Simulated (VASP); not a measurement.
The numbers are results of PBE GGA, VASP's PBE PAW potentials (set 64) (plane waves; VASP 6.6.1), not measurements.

A VASP calculation is set up with these files.

KPOINTS:
```
kpoints
0
G
 16 16 16
0 0 0
```

### POSCAR
```
Pd
1
   -0.0000000000     1.9524947529     1.9524947529
    1.9524947529    -0.0000000000     1.9524947529
    1.9524947529     1.9524947529     0.0000000000
Pd
1
Direct
  0.0000000000   0.0000000000   0.0000000000
```

**INCAR**
```
! general
SYSTEM  = Pd
PREC    = Accurate
ENCUT   = 500
LREAL   = F   ! projection in real space or not
LASPH   = T   ! aspherical one-centre terms

! electronic loop
EDIFF   = 1E-6   ! SCF stop (eV)
NELM    = 100
ALGO    = Normal   ! blocked Davidson
LMAXMIX = 4   ! l cut-off of mixed one-centre charges

! smearing
ISMEAR  = 1
SIGMA   = 0.1

! functional
GGA     = PE   ! PBE

! ions
IBRION  = 2
NSW     = 40
ISIF    = 3   ! ions, shape and volume
EDIFFG  = -0.02   ! ionic stop
PSTRESS = 50

! output
LWAVE   = F
LCHARG  = F
```

POTCAR, in this order: Pd (PBE.64 set). Program: vasp_std.

**Question.** What will the output report for the number of irreducible k-points (NKPTS), largest plane-wave count, number of space-group operations, FFT grid (NGX, NGY, NGZ)?

**Answer.** 
```
Property                                      Result
--------------------------------------  ------------
number of irreducible k-points (NKPTS)           145
largest plane-wave count                         391
number of space-group operations                  48
FFT grid (NGX, NGY, NGZ)                20 × 20 × 20
```

The compound is Pd in the fcc structure. It was relaxed first under an external pressure of 5 GPa.
